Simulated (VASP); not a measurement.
# A VASP study of Ta2CoO6 (LDA + U): structure first, properties next, part 2 of 2

Aim: relax Ta2CoO6 with LDA + U, compute its properties on that cell and hold them against experiment. The start is a cell from a database of measured crystal structures.

VASP 6.6.1; LDA, DFT+U (Co d 4 eV), spin-polarised from a ferromagnetic start; plane waves and PAW (Ta_pv, Co, O).

Still holding for the runs below: The magnetic state follows from one typed start and may not be the lowest.

So far, gap on the k-mesh (eV): step 2 (relaxing cell and atoms (LDA + U)) 2.56. The relaxed cell has a = 4.701, c = 9.013 Å (conventional setting).

### 6. Total and projected DOS (LDA + U)

A density of states needs more k-points than a total energy; ISMEAR = -5 takes tetrahedra, and LORBIT projects the states on the PAW spheres. The mesh is finer than in the run before.

INCAR

```
SYSTEM = Ta2CoO6
PREC = Accurate
ENCUT = 520
EDIFF = 1E-06
NELM = 100
ISMEAR = -5
SIGMA = 0.05
LREAL = .FALSE.
ALGO = Normal
GGA = CA
NBANDS = 120
ISPIN = 2
MAGMOM = 0.026 0.026 0.026 0.026 2.689 2.689 0.029 0.029 0.029 0.029 0.035 0.035 0.035 0.035 0.035 0.035 0.035 0.035
LDAU = .TRUE.
LDAUTYPE = 2
LDAUL = -1 2 -1
LDAUU = 0 4 0
LDAUJ = 0 0 0
LDAUPRINT = 1
LASPH = .TRUE.
LMAXMIX = 4
LORBIT = 11
LWAVE = .FALSE.
LCHARG = .FALSE.
KPAR = 8
NEDOS = 2001
```

POSCAR

```
Ta2CoO6
1.0
    4.7009886135      0.0000000000      0.0000000000
    0.0000000000      4.7009886135      0.0000000000
    0.0000000000      0.0000000000      9.0130363891
Ta Co O
4 2 12
Direct
    0.0000000000      0.0000000000      0.3307636341
    0.5000000000      0.5000000000      0.8307636341
    0.5000000000      0.5000000000      0.1692363659
    0.0000000000      0.0000000000      0.6692363659
    0.0000000000      0.0000000000      0.0000000000
    0.5000000000      0.5000000000      0.5000000000
    0.3074331901      0.3074331901      0.0000000000
    0.1925668099      0.8074331901      0.5000000000
    0.6925668099      0.6925668099      0.0000000000
    0.8074331901      0.1925668099      0.5000000000
    0.2966403633      0.2966403633      0.3267850621
    0.2033596367      0.7966403633      0.8267850621
    0.7033596367      0.7033596367      0.3267850621
    0.7966403633      0.2033596367      0.8267850621
    0.7966403633      0.2033596367      0.1732149379
    0.7033596367      0.7033596367      0.6732149379
    0.2033596367      0.7966403633      0.1732149379
    0.2966403633      0.2966403633      0.6732149379
```

KPOINTS

```
Automatic mesh
0
Gamma
7 7 4
0 0 0
```

PAW data sets: Ta_pv, Co and O (LDA family, release 64).

Started as:

```sh
mpirun -np 8 vasp_std
```

The job ended after 5.3 min (8 MPI ranks of Intel Xeon Platinum 8259CL at 2.50GHz (Skylake/Cascade Lake), shared host; peak memory 7.4 GiB).

This step gave:

```
irreducible k-points           : 30
free energy (TOTEN)            : -176.2776 eV
Fermi energy                   : 3.232 eV
pressure                       : -0.01895 GPa
valence top at k               : 0.2857, 0.1429, 0.5
conduction bottom at k         : 0.4286, 0, 0.25
least direct gap at k          : 0.4286, 0.1429, 0.5
gap on the k-mesh              : 2.515 eV
least direct gap on the k-mesh : 2.547 eV
```

The density of states has structure finer than the step of the table below, so its rows give means over 1 eV, whole bins alone (the curve runs from -12.0 to 3.97 eV). Peaks (eV: height): total down -2.7: 11.1, -1.6: 9.95, -0.3: 17.5, -0.1: 8.81; total up -5.7: 11.3, -5.2: 12.6, -3.5: 11.2, -0.2: 11.6; O p up -5.2: 4.94, -1.5: 5.24, -1.2: 6.67, -0.2: 5.84; O p down -2.7: 6.59, -2.3: 5.36, -1.6: 6.36, -1.4: 5.74; Co d up -5.2: 2.97, -3.5: 3.35, -2.1: 2.80, -0.2: 3.57.

States under -12.0 eV and over 4.0 eV are left out. The density of states by energy, zero at the valence-band top; means over each step; 7 of 16 lines; values in states/eV/cell:

| energy (eV) | total down | total up | O p up | O p down | Co d up | Co d down | Ta d up |
| --- | --- | --- | --- | --- | --- | --- | --- |
| -8 | 0 | 0 | 0 | 0 | 0 | 0 | 0 |
| -7 | 0.193 | 0.760 | 0.318 | 0.0854 | 0.0757 | 0.00443 | 0.129 |
| -6 | 4.62 | 5.73 | 2.44 | 2.17 | 0.753 | 0.0751 | 0.967 |
| -5 | 6.30 | 7.84 | 3.14 | 3.02 | 1.71 | 0.182 | 0.941 |
| -4 | 5.24 | 6.45 | 2.58 | 2.74 | 1.66 | 0.189 | 0.524 |
| -3 | 7.53 | 7.44 | 3.48 | 4.34 | 1.47 | 0.372 | 0.576 |
| -2 | 8.13 | 8.46 | 4.07 | 5.04 | 2.06 | 0.592 | 0.419 |
| -1 | 4.04 | 6.65 | 3.84 | 2.72 | 1.20 | 0.241 | 0.174 |
| 0 | 3.99 | 2.71 | 1.32 | 0.758 | 0.873 | 2.81 | 0.0934 |
| 1 | 0 | 0 | 0 | 0 | 0 | 0 | 0 |
| 2 | 0.0404 | 0 | 0 | 0.00126 | 0 | 0.0210 | 0 |
| 3 | 5.62 | 3.17 | 0.401 | 0.414 | 0.0392 | 2.19 | 2.11 |

The gap on this mesh is 2.51 eV. In the top eV of the valence band the largest shares in the PAW spheres are Co d 44 % and O p 39 %; in the lowest eV of the conduction band, Ta d 49 %, Co d 25 % and O p 9 %. The rest lies in smaller channels or between the spheres.

### 7. Independent-particle dielectric function (LDA + U)

LOPTICS sums transitions from filled to empty bands. NBANDS is raised for it.

INCAR: that of step 6 with these lines changed.

```diff
@@ -5,3 +5,3 @@
 NELM = 100
-ISMEAR = -5
+ISMEAR = 0
 SIGMA = 0.05
@@ -10,3 +10,3 @@
 GGA = CA
-NBANDS = 120
+NBANDS = 211
 ISPIN = 2
@@ -25,2 +25,4 @@
 KPAR = 8
-NEDOS = 2001
+LOPTICS = .TRUE.
+NEDOS = 1500
+CSHIFT = 0.1
```

POSCAR is that of step 6.

KPOINTS is that of step 6.

Started as:

```sh
mpirun -np 8 vasp_std
```

Run time: 10 min. Hardware: 8 MPI ranks; peak memory 23 GiB.

These are independent-particle spectra without excitons or local fields, and fine structure depends on the mesh and on CSHIFT.

This step gave:

- bands: 211
- Fermi energy: 3.455 eV
- pressure: -0.02032 GPa

Table of imaginary dielectric function by photon energy; read off at these points:

| photon energy (eV) | xx | zz |
| --- | --- | --- |
| 0.00 | 0 | 0 |
| 0.50 | 0.0174 | 0.0178 |
| 1.00 | 0.0380 | 0.0388 |
| 1.50 | 0.0679 | 0.0683 |
| 2.00 | 0.125 | 0.121 |
| 2.50 | 0.373 | 0.274 |
| 3.00 | 1.56 | 1.54 |
| 3.50 | 3.61 | 3.56 |
| 4.00 | 6.06 | 5.37 |
| 4.37 | 7.12 | 7.33 |
| 4.43 | 7.07 | 7.43 |
| 4.50 | 6.90 | 7.39 |
| 5.00 | 6.87 | 7.01 |
| 5.50 | 5.84 | 6.61 |
| 6.00 | 4.98 | 5.81 |
| 6.50 | 4.44 | 5.23 |
| 7.00 | 3.25 | 5.14 |
| 7.50 | 2.66 | 4.69 |
| 8.00 | 2.64 | 3.82 |
| 8.50 | 2.99 | 3.45 |
| 9.00 | 3.77 | 3.24 |
| 9.50 | 3.23 | 3.22 |
| 10.00 | 3.31 | 4.88 |
| 10.50 | 3.86 | 5.29 |
| 11.00 | 4.31 | 5.68 |
| 11.15 | 4.06 | 5.81 |
| 11.50 | 3.25 | 4.72 |
| 12.00 | 2.89 | 3.52 |
| 12.50 | 3.04 | 2.87 |
| 13.00 | 2.72 | 2.61 |
| 13.50 | 2.39 | 2.24 |
| 14.00 | 2.22 | 2.22 |
| 14.50 | 2.17 | 1.91 |
| 15.00 | 1.92 | 1.87 |
| 15.50 | 1.79 | 1.85 |
| 16.00 | 1.74 | 1.82 |
| 16.50 | 1.65 | 1.83 |
| 17.00 | 1.74 | 1.82 |
| 17.50 | 1.71 | 1.80 |
| 18.00 | 1.68 | 1.61 |
| 18.50 | 1.65 | 1.54 |
| 19.00 | 1.52 | 1.43 |
| 19.50 | 1.49 | 1.37 |
| 20.00 | 1.41 | 1.36 |
| 20.50 | 1.44 | 1.51 |
| 21.00 | 1.28 | 1.26 |
| 21.50 | 1.26 | 0.996 |
| 22.00 | 1.15 | 0.793 |
| 22.50 | 0.988 | 0.690 |
| 23.00 | 0.908 | 0.611 |
| 23.50 | 0.827 | 0.578 |
| 24.00 | 0.820 | 0.560 |
| 24.50 | 0.756 | 0.532 |

The real dielectric function by photon energy:

| photon energy (eV) | xx | zz |
| --- | --- | --- |
| 0 | 6.14 | 6.59 |
| 1 | 6.32 | 6.77 |
| 2 | 7.04 | 7.49 |
| 3 | 8.73 | 10.1 |
| 4 | 7.83 | 9.00 |
| 5 | 3.91 | 5.27 |
| 6 | 2.20 | 3.11 |
| 7 | 1.16 | 2.14 |
| 8 | 2.31 | 1.38 |
| 9 | 2.23 | 2.07 |
| 10 | 2.30 | 3.00 |
| 11 | 0.978 | 1.29 |
| 12 | 0.556 | -0.876 |
| 13 | 0.340 | -0.454 |
| 14 | 0.313 | -0.104 |
| 15 | 0.353 | 0.146 |
| 16 | 0.457 | 0.278 |
| 17 | 0.545 | 0.191 |
| 18 | 0.497 | 0.0552 |
| 19 | 0.406 | 0.104 |
| 20 | 0.323 | 0.116 |
| 21 | 0.241 | -0.185 |
| 22 | 0.109 | -0.127 |
| 23 | 0.227 | 0.104 |
| 24 | 0.290 | 0.285 |

### 8. Core levels (LDA + U)

Core levels shift with the potential at each site, so they tell like atoms on unlike sites apart.

INCAR: that of step 7 with these lines changed.

```diff
@@ -10,3 +10,3 @@
 GGA = CA
-NBANDS = 211
+NBANDS = 98
 ISPIN = 2
@@ -25,4 +25,2 @@
 KPAR = 8
-LOPTICS = .TRUE.
-NEDOS = 1500
-CSHIFT = 0.1
+ICORELEVEL = 1
```

POSCAR is that of step 7.

KPOINTS

```
Automatic mesh
0
Gamma
5 5 3
0 0 0
```

Started as:

```sh
mpirun -np 8 vasp_std
```

Run time: 2.2 min. Hardware: 8 MPI ranks; peak memory 3.8 GiB.

These are scalar-relativistic Kohn-Sham levels of the ground state, with no core hole, so they are not binding energies.

Numbers from this step:

```
bands                          : 98
irreducible k-points           : 12
free energy (TOTEN)            : -176.2774 eV
Fermi energy                   : 3.533 eV
pressure                       : -0.01565 GPa
valence top at k               : 0.2, 0.2, 0.3333
conduction bottom at k         : 0.4, 0, 0.3333
least direct gap at k          : 0.4, 0, 0.3333
gap on the k-mesh              : 2.556 eV
least direct gap on the k-mesh : 2.557 eV
```

Kohn-Sham core levels. Core levels, by row, the first 40 of 66 rows:

| atom | shell | level below the valence-band top (eV) |
| --- | --- | --- |
| Ta1 | 1s | 66878 |
| Ta1 | 2s | 11499 |
| Ta1 | 2p | 10092 |
| Ta1 | 3s | 2631 |
| Ta1 | 3p | 2212 |
| Ta1 | 3d | 1720 |
| Ta1 | 4s | 531.4 |
| Ta1 | 4p | 393.5 |
| Ta1 | 4d | 216.4 |
| Ta1 | 4f | 19.93 |
| Ta1 | 5s | 67.47 |
| Ta2 | 1s | 66878 |
| Ta2 | 2s | 11499 |
| Ta2 | 2p | 10092 |
| Ta2 | 3s | 2631 |
| Ta2 | 3p | 2212 |
| Ta2 | 3d | 1720 |
| Ta2 | 4s | 531.4 |
| Ta2 | 4p | 393.5 |
| Ta2 | 4d | 216.4 |
| Ta2 | 4f | 19.93 |
| Ta2 | 5s | 67.47 |
| Ta3 | 1s | 66878 |
| Ta3 | 2s | 11499 |
| Ta3 | 2p | 10092 |
| Ta3 | 3s | 2631 |
| Ta3 | 3p | 2212 |
| Ta3 | 3d | 1720 |
| Ta3 | 4s | 531.4 |
| Ta3 | 4p | 393.5 |
| Ta3 | 4d | 216.4 |
| Ta3 | 4f | 19.93 |
| Ta3 | 5s | 67.47 |
| Ta4 | 1s | 66878 |
| Ta4 | 2s | 11499 |
| Ta4 | 2p | 10092 |
| Ta4 | 3s | 2631 |
| Ta4 | 3p | 2212 |
| Ta4 | 3d | 1720 |
| Ta4 | 4s | 531.4 |

Atoms of one element give levels within 0.1 eV of each other.

### 9. Summary of results

| Quantity | Value |
| --- | --- |
| relaxed volume | 11.07 Å³/atom |
| relaxed conventional cell a, b, c | 4.701, 4.701, 9.013 Å |
| space group after relaxing, within 0.02 Å | P4_2/mnm (No. 136) |
| moment of the cell (7×7×4 mesh) | 6 μB |
| largest site moment (7×7×4 mesh) | 2.69 μB on Co5 |
| band gap | 2.49 eV, indirect (least direct gap of that run 2.51 eV) |
| gap among the points of the DOS mesh alone, an upper bound | 2.51 eV |
| strongest peak of ε2, mean over directions | 4.37 eV |
| ε1 at zero frequency, no local fields, mean | 6.29 |
| shallowest level of the frozen cores | Ta1 4f, 19.9 eV deep |

In words: With LDA + U, Ta2CoO6 relaxes to 11.07 Å³/atom in space group P4_2/mnm, has an indirect gap of 2.49 eV and keeps moments of up to 2.69 μB (7×7×4 mesh). Against the listed cell the volume lies -3.2 % (a -0.7 %, c -1.7 %). Band structure (LDA + U), spin up: The path shows an indirect gap of 2.69 eV (valence top at R, conduction bottom between Γ and X). The least direct gap is 2.73 eV. Band structure (LDA + U), spin down: On this path the gap is indirect, 2.49 eV, with the valence top between A and Z and the conduction bottom at R. The least direct gap is 2.51 eV. Spin-orbit coupling is left out, and with elements this heavy it would split and shift bands near the edges, and it can change the kind of a small gap. Only the typed magnetic starts were tried, so the magnetic ground state may differ and with it the other results. No search among competing phases was made, and a listed structure need not be the one stable at ambient conditions. All values are for a static lattice at zero temperature.

Comparison with the measured values:

```
              quantity  measured      LDA, DFT+U
lattice constant a (Å)    4.7375  4.701 (-0.8 %)
lattice constant c (Å)    9.1764  9.013 (-1.8 %)
```

Measured values from arxiv:2104.07804 (2021).

How well it matches: The lattice constant a is off by -0.8 %. The lattice constant c is off by -1.8 %. The magnetic state of these runs (an ordered one) need not be that of the sample, so the match is not graded. Zero-point motion and thermal expansion (measured at up to 300 K) are not in the computed lattice constants.

[Lines on the potential files, build, host, timing and source positions are cut from VASP's logs without a mark.]

[Logs are printed without paths, hosts, clocks, repeated set-up lines and the standing remarks that a program may print on its own settings, such as how far it seeks lower states.]

[Hosts, paths, dates, database ids (printed as entryN), source tags and the programs' standing remarks are cut or masked in the printed files.]

[A measured line is paired with the nearest computed mode of its activity, which favours agreement.]
